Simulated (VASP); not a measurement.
Output of a VASP run:

### OUTCAR
```
 ion  position               nearest neighbor table
   1  0.000  0.000  0.000-   2 2.54   2 2.54   2 2.54   2 2.54
   2  0.250  0.250  0.250-   1 2.54   1 2.54   1 2.54   1 2.54
  LATTYP: Found a face centered cubic cell.
 ALAT       =     5.8586549528
 Subroutine PRICEL returns:
 Original cell was already a primitive cell.
 Subroutine GETGRP returns: Found 24 space group operations
The static configuration has the point symmetry T_d .
The dynamic configuration has the point symmetry T_d .
 Subroutine INISYM returns: Found 24 space group operations
 Subroutine IBZKPT returns following result:
 Found     35 irreducible k-points:

 Following reciprocal coordinates:
            Coordinates               Weight
  0.000000  0.000000  0.000000      1.000000
  0.111111  0.000000  0.000000      8.000000
  0.222222  0.000000  0.000000      8.000000
  0.333333  0.000000  0.000000      8.000000
  0.444444  0.000000  0.000000      8.000000
  0.111111  0.111111  0.000000      6.000000
  0.222222  0.111111  0.000000     24.000000
  0.333333  0.111111  0.000000     24.000000
  0.444444  0.111111  0.000000     24.000000
 -0.444444  0.111111  0.000000     24.000000
 -0.333333  0.111111  0.000000     24.000000
 -0.222222  0.111111  0.000000     24.000000
 -0.111111  0.111111  0.000000     12.000000
  0.222222  0.222222  0.000000      6.000000
  0.333333  0.222222  0.000000     24.000000
  0.444444  0.222222  0.000000     24.000000
 -0.444444  0.222222  0.000000     24.000000
 -0.333333  0.222222  0.000000     24.000000
 -0.222222  0.222222  0.000000     12.000000
  0.333333  0.333333  0.000000      6.000000
  0.444444  0.333333  0.000000     24.000000
 -0.444444  0.333333  0.000000     24.000000
 -0.333333  0.333333  0.000000     12.000000
  0.444444  0.444444  0.000000      6.000000
 -0.444444  0.444444  0.000000     12.000000
  0.333333  0.222222  0.111111     24.000000
  0.444444  0.222222  0.111111     48.000000
 -0.444444  0.222222  0.111111     48.000000
  0.444444  0.333333  0.111111     24.000000
 -0.444444  0.333333  0.111111     48.000000
 -0.333333  0.333333  0.111111     48.000000
 -0.222222  0.333333  0.111111     24.000000
 -0.444444  0.444444  0.111111     24.000000
 -0.333333  0.444444  0.111111     24.000000
 -0.333333  0.444444  0.222222     24.000000
   k-points           NKPTS =     35   k-points in BZ     NKDIM =     35   number of bands    NBANDS=     13
   number of dos      NEDOS =    601   number of ions     NIONS =      2
   total plane-waves  NPLWV =  32768
   dimension x,y,z NGX =    32 NGY =   32 NGZ =   32
   dimension x,y,z NGXF=    64 NGYF=   64 NGZF=   64
   ions per type =               1   1
   PREC   = accura    normal or accurate (medium, high low for compatibility)
   ISTART =      0    job   : 0-new  1-cont  2-samecut
   ICHARG =      2    charge: 1-file 2-atom 10-const
   ISPIN  =      1    spin polarized calculation?
   LNONCOLLINEAR =      F non collinear calculations
   LSORBIT =      F    spin-orbit coupling
   INIWAV =      1    electr: 0-lowe 1-rand  2-diag
   ENCUT  =  520.0 eV  38.22 Ry    6.18 a.u.   7.70  7.70  7.70*2*pi/ulx,y,z
   NELM   =    100;   NELMIN=  2; NELMDL= -5     # of ELM steps
   EDIFF  = 0.1E-06   stopping-criterion for ELM
   LREAL  =      F    real-space projection
   NLSPLINE    = F    spline interpolate recip. space projectors
   LMAXMIX     =    4 max onsite mixed and CHGCAR
   VOSKOWN=      0    Vosko Wilk Nusair interpolation
   EDIFFG = 0.1E-05   stopping-criterion for IOM
   NSW    =      0    number of steps for IOM
   NBLOCK =      1;   KBLOCK =      1    inner block; outer block
   IBRION =     -1    ionic relax: 0-MD 1-quasi-New 2-CG
   NFREE  =      0    steps in history (QN), initial steepest desc. (CG)
   ISIF   =      2    stress and relaxation
   ISYM   =      2    0-nonsym 1-usesym 2-fastsym
   TEIN   =    0.0    initial temperature
   TEBEG  =    0.0;   TEEND  =   0.0 temperature during run
...
```

File OSZICAR:
```
       N       E                     dE             d eps       ncg     rms          rms(c)
DAV:   1     0.115960663094E+03    0.11596E+03   -0.92080E+03   918   0.126E+03
DAV:   2     0.291465530712E+01   -0.11305E+03   -0.10864E+03  1038   0.297E+02
DAV:   3    -0.199939059456E+01   -0.49140E+01   -0.48981E+01  1090   0.648E+01
DAV:   4    -0.203540160206E+01   -0.36011E-01   -0.36005E-01  1030   0.551E+00
DAV:   5    -0.203590191908E+01   -0.50032E-03   -0.50031E-03  1090   0.641E-01    0.800E+00
DAV:   6    -0.155164317883E+01    0.48426E+00   -0.10112E+00  1332   0.143E+01    0.633E+00
DAV:   7    -0.153637418183E+01    0.15269E-01   -0.18464E-01   950   0.354E+00    0.317E+00
DAV:   8    -0.153619972744E+01    0.17445E-03   -0.19128E-02   960   0.211E+00    0.277E-01
DAV:   9    -0.153601423309E+01    0.18549E-03   -0.24981E-03  1055   0.839E-01    0.702E-02
DAV:  10    -0.153614404252E+01   -0.12981E-03   -0.26029E-04   945   0.175E-01    0.695E-02
DAV:  11    -0.153621080320E+01   -0.66761E-04   -0.10082E-04   928   0.115E-01    0.169E-02
DAV:  12    -0.153620500060E+01    0.58026E-05   -0.37929E-05  1081   0.892E-02    0.793E-03
DAV:  13    -0.153620613887E+01   -0.11383E-05   -0.43306E-06   925   0.156E-02    0.576E-03
DAV:  14    -0.153620605109E+01    0.87779E-07   -0.13724E-07   818   0.384E-03
   1 F= -.15362061E+01 E0= -.15362061E+01  d E =0.000000E+00
```

OUTCAR:
```
------------------------ aborting loop because EDIFF is reached ----------------------------------------
  FORCE on cell =-STRESS in cart. coord.  units (eV):
  Direction    XX          YY          ZZ          XY          YZ          ZX
  --------------------------------------------------------------------------------------
  Total        0.0010223      0.0010223      0.0010223      0.0000000      0.0000000      0.0000000
  in kB        0.0325800      0.0325800      0.0325800      0.0000000      0.0000000      0.0000000
  external PRESSURE =       0.0325800 kB  Pullay stress =       0.0000000 kB
  volume of cell :       50.27
      direct lattice vectors                 reciprocal lattice vectors
     0.000000000  2.929327476  2.929327476    -0.170687642  0.170687642  0.170687642
     2.929327476  0.000000000  2.929327476     0.170687642 -0.170687642  0.170687642
     2.929327476  2.929327476  0.000000000     0.170687642  0.170687642 -0.170687642
  FREE ENERGIE OF THE ION-ELECTRON SYSTEM (eV)
  ---------------------------------------------------
  free  energy   TOTEN  =        -1.5362060511 eV

  energy  without entropy=       -1.5362060511  energy(sigma->0) =       -1.53620605

 total charge

# of ion       s       p       d       tot
------------------------------------------
    1        0.428   0.322   9.561  10.311
    2        1.325   2.381   0.000   3.705
--------------------------------------------------
tot          1.753   2.702   9.561  14.016
```
(Selected blocks of OUTCAR.)

### POSCAR
```
CdS
1
    0.0000000000     2.9293274764     2.9293274764
    2.9293274764     0.0000000000     2.9293274764
    2.9293274764     2.9293274764     0.0000000000
Cd S
1 1
Direct
  0.0000000000   0.0000000000   0.0000000000
  0.2500000000   0.2500000000   0.2500000000
```

Problem. Write an INCAR and KPOINTS that could have produced this output.

Solution. Several could match; the one computed here: the input of the run itself, vdW-DF-cx, plane waves, VASP's PBE PAW potentials (set 64).

File KPOINTS:
```
Automatic mesh
0
Gamma
9 9 9
0 0 0
```

### INCAR
```
AGGAC=0.0
ALGO=Normal
EDIFF=1E-7
ENCUT=520
GGA=CX
ISIF=2
ISMEAR=-5
LASPH=.TRUE.
LCHARG=.TRUE.
LMAXMIX=4
LORBIT=11
LREAL=.FALSE.
LUSE_VDW=.TRUE.
LWAVE=.FALSE.
NEDOS=601
NELM=100
PREC=Accurate
SYSTEM=CdS
```

POTCAR, in this order: Cd S (PBE.64 set). Program: vasp_std.

The compound is CdS in the zinc blende structure, a metastable form; wurtzite is the usual one. It was relaxed first.
